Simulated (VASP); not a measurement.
Consider the following.

```
SnSe2
1.0
    1.94876    -3.37535     0.00000
    1.94876     3.37535     0.00000
    0.00000     0.00000     6.14589
Sn Se
1 2
Direct
  0.00000   0.00000   0.00000
  0.33333   0.66667   0.26052
  0.66667   0.33333   0.73948
```

These are optB88-vdW, VASP's PBE PAW potentials (set 64) (plane waves; VASP) values and carry that method's errors. Settings: 520 eV cut-off, Gaussian smearing of 0.050 eV, potentials Sn_d Se.

Unless said otherwise, spin-orbit coupling is left out, though it shifts the bands of the heavy elements here.

**Question.** Estimate the band gap (along the path) with the smallest direct gap where there is one.

**Answer.** 
band gap (along the path): 0.40 eV
smallest direct gap (along the path): 0.60 eV

Total energies compare only between runs with the same potentials, cut-off and functional.

The compound is SnSe2 in the 1T layered structure. It was relaxed first.
